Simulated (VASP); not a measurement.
Consider the following.

```
HfO2
1.0
    3.53347     0.00000     0.00000
    0.00000     3.53347     0.00000
    0.00000     0.00000     5.13617
Hf O
2 4
Direct
  0.50000   0.50000   0.50000
  0.00000   0.00000   0.00000
  0.00000   0.50000   0.69721
  0.00000   0.50000   0.19721
  0.50000   0.00000   0.80279
  0.50000   0.00000   0.30279
```

Calculation: PBE GGA, VASP's PBE PAW potentials (set 64) (plane waves; VASP). Numerical set-up: 400 eV cut-off, 8×8×5 Γ-centred mesh, Fermi-Dirac smearing of 0.010 eV, potentials Hf_pv O.

At this cut-off the stress carries a Pulay error, which pulls relaxed volumes low.

**Question.** Give the force on each atom (eV/Å).

**Answer.** 
```
atom     Fx     Fy      Fz
----  -----  -----  ------
Hf1   0.000  0.000   0.000
Hf2   0.000  0.000   0.000
O3    0.000  0.000   0.210
O4    0.000  0.000   0.210
O5    0.000  0.000  -0.210
O6    0.000  0.000  -0.210
```

**Question.** Give the stress tensor in GPa (positive for a compressed cell).

**Answer.** 
```
6.86  0.00  0.00
0.00  6.86  0.00
0.00  0.00  5.31
```
The pressure is its mean diagonal, 6.34 GPa.

The structure comes from a computed database's HfO2 entry; how it stands against other phases isn't given here. The cell was not relaxed at this level.
